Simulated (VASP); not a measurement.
**TiO2 in VASP: how settings move the PBE single point**

The PBE single point of TiO2 in the rutile structure, under +2.0 % biaxial strain in x and y, free along z is repeated with altered inputs. Which of them can be trusted?

Code: VASP 6.6.1. PAW datasets, plane waves. Calculated at 0 K for a non-magnetic cell.

### Step 1. Starting point

The cell comes from an earlier relaxation with r2SCAN in another program, then strained, with the atoms relaxed again.

It is tetragonal, P4_2/mnm (No. 136); a = 4.689 Å, c = 2.919 Å in the conventional setting, 10.70 Å³ an atom. Near Ti stand 6 O at 1.95–2.03 Å; near O stand 3 Ti at 1.95–2.03 Å.

Structure file:

```cif
data_structure
_symmetry_space_group_name_H-M 'P 1'
_symmetry_Int_Tables_number 1
_cell_length_a 4.6888
_cell_length_b 4.6888
_cell_length_c 2.9195
_cell_angle_alpha 90.000
_cell_angle_beta 90.000
_cell_angle_gamma 90.000
_cell_volume 64.18
loop_
_atom_site_label
_atom_site_type_symbol
_atom_site_fract_x
_atom_site_fract_y
_atom_site_fract_z
_atom_site_occupancy
Ti1 Ti 0.00000 0.00000 0.00000 1
Ti2 Ti 0.50000 0.50000 0.50000 1
O1 O 0.30590 0.30590 0.00000 1
O2 O 0.19410 0.80590 0.50000 1
O3 O 0.80590 0.19410 0.50000 1
O4 O 0.69410 0.69410 0.00000 1
```

### Step 2. Baseline

INCAR

```
ENCUT = 520.000000
SIGMA = 0.020000
EDIFF = 1.00e-07
GGA = PE
PREC = Accurate
IBRION = -1
ISIF = 2
ISMEAR = -1
NBANDS = 33
NELM = 120
NSW = 0
LASPH = .TRUE.
LCHARG = .FALSE.
LWAVE = .FALSE.
LREAL = .FALSE.
```

KPOINTS

```
KPOINTS created by Atomic Simulation Environment
0
Gamma
6 6 8
0 0 0
```

POSCAR

```
Ti O
 1.0000000000000000
     4.6887905638999996    0.0000000000000000    0.0000000000000000
     0.0000000000000000    4.6887905638999996    0.0000000000000000
     0.0000000000000000    0.0000000000000000    2.9194584458000001
 Ti  O
   2   4
Cartesian
 -0.0000000000000000  0.0000000000000000  0.0000000000000000
  2.3443952819499994  2.3443952819499994  1.4597292228999998
  1.4342920096423768  1.4342920096423768  0.0000000000000000
  0.9101032723076227  3.7786872915923766  1.4597292228999998
  3.7786872915923766  0.9101032723076227  1.4597292228999998
  3.2544985542576219  3.2544985542576219  0.0000000000000000
```

A file KPOINTS_OPT adds named points for the levels; it doesn't enter the self-consistent loop.

Potentials: the recommended PBE PAW datasets, 48 valence electrons.

Started as:

```sh
mpirun -np 1 vasp_std
```

### Step 3. Altered input 1

Changes to INCAR since step 2:

```diff
@@ -15 +15,7 @@
 LREAL = .FALSE.
+LDAU = .TRUE.
+LDAUTYPE = 2
+LDAUL = 2 -1
+LDAUU = 5.0 0
+LDAUJ = 0 0
+LMAXMIX = 4
```

KPOINTS is that of step 2.

POSCAR is that of step 2.

### Step 4. Altered input 2

INCAR

```
ENCUT = 520.000000
EDIFF = 1.00e-07
GGA = PE
PREC = Accurate
IBRION = -1
ISIF = 2
NELM = 120
NSW = 0
LASPH = .TRUE.
LCHARG = .FALSE.
LWAVE = .FALSE.
LREAL = .FALSE.
NBANDS = 36
ISMEAR = -5
SIGMA = 0.005
```

KPOINTS is that of step 2.

POSCAR is that of step 2.

### Step 5. Altered input 3

Changes to INCAR since step 2:

```diff
@@ -7,5 +7,3 @@
 ISIF = 2
-ISMEAR = -1
 NBANDS = 33
-NELM = 120
 NSW = 0
@@ -15 +13,3 @@
 LREAL = .FALSE.
+NELM = 84
+ISMEAR = -5
```

KPOINTS

```
KPOINTS created by Atomic Simulation Environment
0
Gamma
1 1 2
0 0 0
```

POSCAR is that of step 2.

Before running it: what results should come out? Wanted: for each run, changed; ending; energy change; pressure; electronic steps; usable.

The runs gave:

| run | changed | ending | energy change (meV/atom) | pressure (GPa) | gap on the mesh (eV; negative: overlap) | electronic steps | time | usable |
| --- | --- | --- | --- | --- | --- | --- | --- | --- |
| ref. | – | converged | 0 | 1.1 | 1.91 | 17 | 84 s | yes |
| 1 | LDAU = .TRUE., LDAUTYPE = 2, LDAUL = 2 -1, LDAUU = 5.0 0, LDAUJ = 0 0, LMAXMIX = 4 | converged | – | 9.9 | 2.50 | 17 | 77 s | yes |
| 2 | NBANDS = 36, ISMEAR = -5, SIGMA = 0.005 | converged | 0.0 | 1.1 | 1.91 | 19 | 95 s | yes |
| 3 | ISMEAR = -5, mesh 1×1×2 | refused | – | – | – | – | 0.8 s | no |

**Reading.** Of 3 altered inputs, 1 gave no result, 2 gave usable results.
